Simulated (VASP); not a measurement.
Data:

```yaml
crystal:
  lattice:
    - [4.25057, 0.00000, 0.00000]
    - [0.00000, 5.45864, 0.00000]
    - [0.00000, 0.00000, 4.75408]
  atoms:
    - { symbol: Cu, position: [0.50000, 0.00000, 0.30070] }
    - { symbol: Cu, position: [0.00000, 0.50000, 0.69930] }
    - { symbol: Cu, position: [0.00000, 0.24770, 0.15571] }
    - { symbol: Cu, position: [0.00000, 0.75230, 0.15571] }
    - { symbol: Cu, position: [0.50000, 0.74770, 0.84429] }
    - { symbol: Cu, position: [0.50000, 0.25230, 0.84429] }
    - { symbol: Sn, position: [0.00000, 0.00000, 0.65728] }
    - { symbol: Sn, position: [0.50000, 0.50000, 0.34272] }
```

The numbers are results of PBEsol GGA, VASP's PBE PAW potentials (set 64) (plane waves; VASP 6.6.1), not measurements. Run with 400 eV cut-off, Gaussian smearing of 0.050 eV, potentials Cu Sn_d.

Question: Give the energies of bands 39 to 52 at the high-symmetry points, in eV from the Fermi level.

Answer: 
```csv
band,Γ,X,S,Y,Z,U,R,T
39,-2.60,-2.59,-2.71,-2.61,-2.52,-2.65,-2.50,-2.65
40,-2.58,-2.59,-2.71,-2.61,-2.51,-2.65,-2.50,-2.65
41,-2.56,-2.37,-2.40,-2.52,-2.36,-2.45,-2.49,-2.49
42,-2.36,-2.37,-2.40,-2.52,-2.20,-2.45,-2.49,-2.49
43,-2.25,-1.82,-2.33,-0.91,-1.97,-2.35,-2.32,-2.41
44,-2.02,-1.82,-2.33,-0.91,-1.73,-2.35,-2.32,-2.41
45,-1.76,-1.49,-0.17,-0.68,-1.52,-1.93,-2.30,1.40
46,-1.17,-1.49,-0.17,-0.68,-0.86,-1.93,-2.30,1.40
47,0.88,-1.28,0.41,-0.17,0.21,-1.69,-2.09,1.47
48,1.60,-1.28,0.41,-0.17,0.40,-1.69,-2.09,1.47
49,2.08,1.24,1.54,1.33,1.23,0.92,5.19,2.22
50,2.42,1.24,1.54,1.33,2.31,0.92,5.19,2.22
51,3.06,4.56,2.13,2.56,3.92,1.96,5.57,2.66
52,3.41,4.56,2.13,2.56,4.59,1.96,5.57,2.66
```

It has no gap at this level: it comes out as a metal or semimetal.

The structure comes from a measured Cu3Sn entry (Pmmn) of the Crystallography Open Database, whose conditions weren't checked. It was relaxed first.
